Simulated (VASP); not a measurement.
CsLi2: single point with PBE

CsLi2:

```
Cs Li
1.0
     0.00000    4.58711    4.58711
     4.58711    0.00000    4.58711
     4.58711    4.58711    0.00000
Cs Li
1 2
Direct
  0.00000 0.00000 0.00000
  0.75000 0.75000 0.75000
  0.25000 0.25000 0.25000
```

The cell was built by a generator and needn't be a form met in nature.

The cell isn't the ideal one: random cell by space group and Wyckoff sites (Fm-3m, No. 225).

| Quantity | Value |
| --- | --- |
| Program | VASP 6.6.1 |
| Task | single point |
| Functional | PBE |
| Potentials or basis | VASP PAW PBE potentials, release 64 (Cs_sv, Li_sv) |
| Cutoff | 520 eV |
| k mesh | 10 × 10 × 10 |
| Occupations | gaussian, width 0.1 eV |
| Spin | no spin polarisation |
| Dipole correction | no |
| Further INCAR settings | ALGO = Normal; EDIFF = 1e-06; NBANDS = 14 |

- Band gap on the k mesh: none (metal or under the smearing width)

Levels at points of the mesh, in eV from the Fermi level:
```tsv
k point	band 3	band 4	band 5	band 6	band 7	band 8	band 9	band 10	band 11	band 12
(0.00, 0.00, 0.00)	-23.22	-10.06	-10.06	-10.06	-2.03	0.97	0.97	0.97	2.50	2.96
(0.50, 0.00, 0.00)	-23.22	-10.09	-10.06	-10.06	-0.95	-0.47	1.24	1.24	2.42	2.42
(0.50, 0.50, 0.00)	-23.22	-10.09	-10.07	-10.07	-0.32	-0.24	0.23	1.24	1.24	2.43
```

Run time: 39 s on 1 thread of Intel(R) Xeon(R) 6975P-C (Granite Rapids) (shared host), peak memory 0.37 GiB.

 The run has no spin-orbit coupling, so splittings on Cs are missing.
